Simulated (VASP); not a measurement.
Method: PBE GGA, VASP's PBE PAW potentials (set 64) (plane waves; VASP 6.6.1).

The input files of a VASP run:

**INCAR**
```
# general
SYSTEM  = Zn4STe3
PREC    = Accurate
ENCUT   = 400
LREAL   = F
LASPH   = T

# electronic loop
EDIFF   = 1E-6
NELM    = 100
ALGO    = Normal
LMAXMIX = 4

# smearing
ISMEAR  = 0
SIGMA   = 0.05

# functional
GGA     = PE

# output
LWAVE   = T
LCHARG  = F
```

### KPOINTS
```
Automatic mesh
0
Gamma
4 4 4
0 0 0
```

POSCAR:
```
Zn4STe3
1
    5.9944476729     0.0000000000     0.0000000000
    0.0000000000     5.9944476729     0.0000000000
    0.0000000000     0.0000000000     5.9944476729
Zn Te S
4 3 1
Direct
  0.0157001863   0.9842998137   0.9842998137
  0.4842998137   0.5157001863   0.9842998137
  0.4842998137   0.9842998137   0.5157001863
  0.0157001863   0.5157001863   0.5157001863
  0.2500000000   0.2500000000   0.2500000000
  0.7500000000   0.7500000000   0.2500000000
  0.7500000000   0.2500000000   0.7500000000
  0.2500000000   0.7500000000   0.7500000000
```

POTCAR, in this order: Zn Te S (PBE.64 set). Program: vasp_std.

Output of the run:

### OUTCAR
```
 ion  position               nearest neighbor table
   1  0.016  0.984  0.984-   8 2.43   6 2.65   7 2.65   5 2.65
   2  0.484  0.516  0.984-   8 2.43   6 2.65   7 2.65   5 2.65
   3  0.484  0.984  0.516-   8 2.43   6 2.65   7 2.65   5 2.65
   4  0.016  0.516  0.516-   8 2.43   6 2.65   7 2.65   5 2.65
   5  0.250  0.250  0.250-   1 2.65   2 2.65   3 2.65   4 2.65
   6  0.750  0.750  0.250-   1 2.65   2 2.65   3 2.65   4 2.65
   7  0.750  0.250  0.750-   1 2.65   2 2.65   3 2.65   4 2.65
   8  0.250  0.750  0.750-   1 2.43   2 2.43   3 2.43   4 2.43
  LATTYP: Found a simple cubic cell.
 ALAT       =     5.9944476729
 Subroutine PRICEL returns:
 Original cell was already a primitive cell.
 Subroutine GETGRP returns: Found 24 space group operations
The static configuration has the point symmetry C_3v.
 The point group associated with its full space group is T_d .
The dynamic configuration has the point symmetry C_3v.
 Subroutine INISYM returns: Found 24 space group operations
 Subroutine IBZKPT returns following result:
 Found     10 irreducible k-points:

 Following reciprocal coordinates:
            Coordinates               Weight
  0.000000  0.000000  0.000000      1.000000
  0.250000  0.000000  0.000000      6.000000
  0.500000  0.000000  0.000000      3.000000
  0.250000  0.250000  0.000000     12.000000
  0.500000  0.250000  0.000000     12.000000
  0.500000  0.500000  0.000000      3.000000
  0.250000  0.250000  0.250000      8.000000
  0.500000  0.250000  0.250000     12.000000
  0.500000  0.500000  0.250000      6.000000
  0.500000  0.500000  0.500000      1.000000
   k-points           NKPTS =     10   k-points in BZ     NKDIM =     10   number of bands    NBANDS=     43
   number of dos      NEDOS =    301   number of ions     NIONS =      8
   total plane-waves  NPLWV =  64000
   dimension x,y,z NGX =    40 NGY =   40 NGZ =   40
   dimension x,y,z NGXF=    80 NGYF=   80 NGZF=   80
   ions per type =               4   3   1
   PREC   = accura    normal or accurate (medium, high low for compatibility)
...
```

OSZICAR:
```
       N       E                     dE             d eps       ncg     rms          rms(c)
DAV:   1     0.455357458763E+03    0.45536E+03   -0.27643E+04   860   0.151E+03
DAV:   2     0.269522980825E+02   -0.42841E+03   -0.41757E+03   900   0.353E+02
DAV:   3    -0.212708689825E+02   -0.48223E+02   -0.47309E+02   981   0.121E+02
DAV:   4    -0.230244702005E+02   -0.17536E+01   -0.17497E+01   981   0.213E+01
DAV:   5    -0.230623043059E+02   -0.37834E-01   -0.37821E-01  1082   0.300E+00    0.101E+01
DAV:   6    -0.220620194560E+02    0.10003E+01   -0.29835E+00  1191   0.311E+01    0.784E+00
DAV:   7    -0.220704300975E+02   -0.84106E-02   -0.17040E+00   922   0.598E+00    0.324E+00
DAV:   8    -0.220619609995E+02    0.84691E-02   -0.67685E-02  1074   0.232E+00    0.999E-01
DAV:   9    -0.220636640999E+02   -0.17031E-02   -0.22046E-02  1013   0.142E+00    0.323E-01
DAV:  10    -0.220637216686E+02   -0.57569E-04   -0.21360E-03  1018   0.354E-01    0.215E-01
DAV:  11    -0.220640549010E+02   -0.33323E-03   -0.11798E-03   948   0.137E-01    0.504E-02
DAV:  12    -0.220640348944E+02    0.20007E-04   -0.11081E-04  1060   0.917E-02    0.379E-02
DAV:  13    -0.220640649835E+02   -0.30089E-04   -0.61741E-05   902   0.297E-02    0.169E-02
DAV:  14    -0.220640649128E+02    0.70687E-07   -0.30798E-06   773   0.150E-02
   1 F= -.22064065E+02 E0= -.22064065E+02  d E =-.519866E-13
```

File OUTCAR:
```
------------------------ aborting loop because EDIFF is reached ----------------------------------------
  FORCE on cell =-STRESS in cart. coord.  units (eV):
  Direction    XX          YY          ZZ          XY          YZ          ZX
  --------------------------------------------------------------------------------------
  Total        0.0127409      0.0127409      0.0127409      0.0000000      0.0000000      0.0000000
  in kB        0.0947686      0.0947686      0.0947686      0.0000000      0.0000000      0.0000000
  external PRESSURE =       0.0947686 kB  Pullay stress =       0.0000000 kB
  volume of cell :      215.40
      direct lattice vectors                 reciprocal lattice vectors
     5.994447673  0.000000000  0.000000000     0.166821041  0.000000000  0.000000000
     0.000000000  5.994447673  0.000000000     0.000000000  0.166821041  0.000000000
     0.000000000  0.000000000  5.994447673     0.000000000  0.000000000  0.166821041
 POSITION                                       TOTAL-FORCE (eV/Angst)
 -----------------------------------------------------------------------------------
      0.09411      5.90033      5.90033         0.008070     -0.008070     -0.008070
      2.90311      3.09134      5.90033        -0.008070      0.008070     -0.008070
      2.90311      5.90033      3.09134        -0.008070     -0.008070      0.008070
      0.09411      3.09134      3.09134         0.008070      0.008070      0.008070
      1.49861      1.49861      1.49861         0.000000      0.000000      0.000000
      4.49584      4.49584      1.49861         0.000000      0.000000      0.000000
      4.49584      1.49861      4.49584         0.000000      0.000000      0.000000
      1.49861      4.49584      4.49584         0.000000      0.000000      0.000000
 -----------------------------------------------------------------------------------
    total drift:                                0.000000      0.000000      0.000000
  FREE ENERGIE OF THE ION-ELECTRON SYSTEM (eV)
  ---------------------------------------------------
  free  energy   TOTEN  =       -22.0640649128 eV

  energy  without entropy=      -22.0640649128  energy(sigma->0) =      -22.06406491
```
(Selected blocks of OUTCAR.)

The structure was generated: Zn4STe3 was put into an ordered model structure (P-43m), which need not be its known phase. It was relaxed first.
